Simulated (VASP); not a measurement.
# AlHSeClF: harmonic vibrations of a molecule

AlHSeClF, molecule in box, 5 atoms in the cell. PBE, harmonic vibrations; PAW potentials F, Al, Cl, Se, H (PBE set).

## Input

INCAR.step1:
```
PREC = Accurate
ENCUT = 400
EDIFF = 1E-8
ISMEAR = 0
SIGMA = 0.01
ISYM = 0
LREAL = F
LASPH = T
NELM = 100
ALGO = Normal
LWAVE = F
LCHARG = F
IBRION = 2
NSW = 60
ISIF = 2
EDIFFG = -0.002
POTIM = 0.5
```

INCAR.step2:
```
PREC = Accurate
ENCUT = 400
EDIFF = 1E-8
ISMEAR = 0
SIGMA = 0.01
ISYM = 0
LREAL = F
LASPH = T
NELM = 100
ALGO = Normal
LWAVE = F
LCHARG = F
IBRION = 5
NFREE = 2
POTIM = 0.015
NSW = 1
```

KPOINTS:
```
k-points
0
Gamma
  1 1 1
```

POSCAR.step1:
```
AlHSeClF
1.0
   13.0000000000      0.0000000000      0.0000000000
    0.0000000000     12.0000000000      0.0000000000
    0.0000000000      0.0000000000     12.0000000000
F Al Cl Se H
1 1 1 1 1
Direct
    0.3969115400      0.4046416700      0.5990708300
    0.4957576900      0.4622583300      0.5368041700
    0.6431653800      0.4098916700      0.5774708300
    0.4706961500      0.5988583300      0.4065958300
    0.3588346200      0.5900500000      0.4226208300
```

Commands (each step's output is kept before the next begins):
```
cat potpaw_PBE.64/F/POTCAR potpaw_PBE.64/Al/POTCAR potpaw_PBE.64/Cl/POTCAR potpaw_PBE.64/Se/POTCAR potpaw_PBE.64/H/POTCAR > POTCAR
cp INCAR.step1 INCAR
cp POSCAR.step1 POSCAR
mpirun -np 4 vasp_gam > vasp.out
cp CONTCAR POSCAR
cp INCAR.step2 INCAR
mpirun -np 4 vasp_gam > vasp.out
```

## Result

- Vibrations (cm⁻¹; a negative value is imaginary): 2346, 834, 581, 548, 332, 228, 204, 172, 105
- Zero-point energy (eV): 0.332
- Translations and rotations, which should read zero (cm⁻¹): -14, -6, -3, 1, 6, 16
- Vibrational entropy at 298 K (meV/K): 0.530
- Displaced cells: 30
- Ionic steps, all stages: 46
- Electronic steps, all stages: 828

VASP 6.6.1 took 937 s on 4 cores (AMD EPYC 7R13 (Zen 3)), a shared host.
